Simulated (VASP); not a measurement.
```
AlNi3
1.0
    3.50628     0.00000     0.00000
    0.00000     3.50628     0.00000
    0.00000     0.00000     3.50628
Al Ni
1 3
Direct
  0.00000   0.00000   0.00000
  0.00000   0.50000   0.50000
  0.50000   0.00000   0.50000
  0.50000   0.50000   0.00000
```
Starting moments (μB, in the order of the record's atoms Al Ni Ni Ni): 0.0 0.2 0.2 0.2.

Computed with optB86b-vdW, VASP's PBE PAW potentials (set 64) (plane waves; VASP 6.6.1). Run with 520 eV cut-off, 9×9×9 Γ-centred mesh, first-order Methfessel-Paxton smearing of 0.10 eV, potentials Al Ni.

### Question
Give the stress tensor in GPa (positive for a compressed cell).

### Answer

```
5.93  0.00  0.00
0.00  5.93  0.00
0.00  0.00  5.93
```
The pressure is its mean diagonal, 5.93 GPa.

The compound is Ni3Al in the L1_2 structure. This cell is one point of a volume scan, at 0.97 of the reference volume.
